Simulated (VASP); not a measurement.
Consider the following.

```xyz
4
Lattice="3.7138 0.0000 0.0000 0.0000 3.7138 0.0000 0.0000 0.0000 3.7138" Properties=species:S:1:pos:R:3 pbc="T T T"
Cu     0.0000     1.8569     1.8569
Cu     1.8569     0.0000     1.8569
Cu     1.8569     1.8569     0.0000
Au     0.0000     0.0000     0.0000
```

These are PBEsol GGA, VASP's PBE PAW potentials (set 64) (plane waves; VASP 6.6.1) values and carry that method's errors. Settings: 400 eV cut-off, Gaussian smearing of 0.050 eV, potentials Cu Au.

**Question.** Give the energies of bands 11 to 24 at the high-symmetry points, in eV from the Fermi level.

**Answer.** 
```csv
band,Γ,X,M,R
11,-2.35,-3.49,-3.48,-3.03
12,-2.35,-2.72,-3.29,-3.03
13,-1.74,-2.58,-3.29,-1.72
14,-1.69,-2.58,-2.55,-1.72
15,-1.69,-2.42,-2.55,-1.72
16,-1.59,-2.42,-2.55,-1.69
17,-1.59,-2.38,-2.40,-1.69
18,-1.59,-2.32,-2.40,-1.65
19,-1.43,-2.06,-2.33,-1.65
20,-1.43,-2.00,-2.23,-1.65
21,-1.43,-1.58,-0.56,-1.25
22,1.14,-1.43,-0.56,-1.23
23,1.14,5.80,-0.44,-1.23
24,1.14,5.80,0.33,-1.23
```

It has no gap at this level: it comes out as a metal or semimetal.

The compound is Cu3Au in the L1_2 structure. It was relaxed first.
